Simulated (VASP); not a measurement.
Energy against volume of BaZrO3 (cubic perovskite). These are PBE GGA with D3 dispersion (Becke-Johnson damping), VASP's PBE PAW potentials (set 64) (plane waves; VASP) values and carry that method's errors. Settings: 520 eV cut-off, 5×5×5 Γ-centred mesh, Gaussian smearing of 0.050 eV, potentials Ba_sv Zr_sv O.

```json
[
 {"V (Å³/atom)": "14.053", "E (eV/atom)": "-8.55481"},
 {"V (Å³/atom)": "14.501", "E (eV/atom)": "-8.57740"},
 {"V (Å³/atom)": "14.950", "E (eV/atom)": "-8.58462"},
 {"V (Å³/atom)": "15.398", "E (eV/atom)": "-8.57874"}
]
```

**Question.** Fit these four points and predict the energy of the run at 15.847 Å³/atom.

**Answer.** A cubic in V^(−2/3), the third-order Birch-Murnaghan form, passes through the four points with V0 = 14.96 Å³/atom and B0 = 155 GPa, and gives -8.5617 eV/atom there. The run gave -8.5618 eV/atom, -0.1 meV/atom from the fit; all five points give B0 = 155 GPa.

The compound is BaZrO3 in the cubic perovskite structure. It was relaxed first.
